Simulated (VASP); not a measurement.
Calculation: PBEsol GGA, VASP's PBE PAW potentials (set 64) (plane waves; VASP 6.6.1).

VASP input:

**INCAR**
```
SYSTEM = MoTe2
PREC = Accurate
ENCUT = 500
EDIFF = 1E-6
NELM = 100
ALGO = Normal
LREAL = .FALSE.
LASPH = .TRUE.
ISMEAR = 0
SIGMA = 0.05
GGA = PS
LMAXMIX = 4
LWAVE = .FALSE.
LCHARG = .FALSE.
IBRION = 2
ISIF = 3
NSW = 40
EDIFFG = -0.02
PSTRESS = 50
```

File POSCAR:
```
MoTe2
1.0
  1.7122369543  -2.9656807710   0.0000000000
  1.7122369543   2.9656807710   0.0000000000
  0.0000000000   0.0000000000  13.2643647396
Te Mo
4 2
Direct
  0.3333330000   0.6666670000   0.8870564314
  0.6666670000   0.3333330000   0.3870564314
  0.6666670000   0.3333330000   0.1129435686
  0.3333330000   0.6666670000   0.6129435686
  0.3333330000   0.6666670000   0.2500000000
  0.6666670000   0.3333330000   0.7500000000
```

KPOINTS:
```
Regular mesh
0
Gamma
8 8 2
```

POTCAR, in this order: Te Mo_sv (PBE.64 set). Program: vasp_std.

What will the output report for the number of irreducible k-points (NKPTS), largest plane-wave count, number of space-group operations, FFT grid (NGX, NGY, NGZ)?

```yaml
number of irreducible k-points (NKPTS): 20
largest_plane_wave_count: 3445
number_of_space_group_operations: 24
FFT grid (NGX, NGY, NGZ): 28 × 28 × 98
```

The compound is MoTe2 in the 2H layered structure. It was relaxed first under an external pressure of 5 GPa.
